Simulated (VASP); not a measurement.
All values below come from PBE GGA with D3 dispersion (zero damping), VASP's PBE PAW potentials (set 64) (plane waves; VASP 6.6.1).

The input files of a VASP run:

**INCAR**
```
SYSTEM=BaZrO3
PREC=Accurate; ENCUT=520; LREAL=F
LASPH=T
EDIFF=1E-7; NELM=100; ALGO=Normal
LMAXMIX=4
ISMEAR=-5
GGA=PE; IVDW=11
ISIF=2
LWAVE=F; LCHARG=T; LORBIT=11
NEDOS=601
LEFG=T
```

File KPOINTS:
```
K-points
0
gamma
6 6 6
0 0 0
```

File POSCAR:
```
BaZrO3
1
    4.2187844913     0.0000000000     0.0000000000
    0.0000000000     4.2187844913     0.0000000000
    0.0000000000     0.0000000000     4.2187844913
Ba Zr O
1 1 3
Direct
  0.0000000000   0.0000000000   0.0000000000
  0.5000000000   0.5000000000   0.5000000000
  0.5000000000   0.0000000000   0.5000000000
  0.0000000000   0.5000000000   0.5000000000
  0.5000000000   0.5000000000   0.0000000000
```

POTCAR, in this order: Ba_sv Zr_sv O (PBE.64 set). Program: vasp_std.

Unless said otherwise, spin-orbit coupling is left out, though it shifts the bands of the heavy elements here.

Q: What does the run give for the energy per atom (σ→0), dispersion energy, band gap (on the k-mesh)?

A: 
```
Item                              Result
------------------------  --------------
energy per atom (σ→0)     -8.505 eV/atom
dispersion energy              -0.807 eV
band gap (on the k-mesh)         3.15 eV
```

### OSZICAR
```
...
DAV:   9    -0.417176266341E+02    0.13066E-02   -0.59412E-02  1336   0.142E+00    0.454E-01
DAV:  10    -0.417194953263E+02   -0.18687E-02   -0.17178E-02  1304   0.116E+00    0.264E-01
DAV:  11    -0.417190261107E+02    0.46922E-03   -0.25180E-03  1240   0.436E-01    0.386E-02
DAV:  12    -0.417190800091E+02   -0.53898E-04   -0.17001E-04  1208   0.102E-01    0.400E-02
DAV:  13    -0.417190804327E+02   -0.42361E-06   -0.28123E-05  1528   0.402E-02    0.528E-03
DAV:  14    -0.417190807892E+02   -0.35648E-06   -0.28625E-06  1224   0.141E-02    0.283E-03
DAV:  15    -0.417190808063E+02   -0.17050E-07   -0.41649E-07  1304   0.444E-03
   1 F= -.42525999E+02 E0= -.42525999E+02  d E =0.000000E+00
```

The compound is BaZrO3 in the cubic perovskite structure. It was relaxed first.
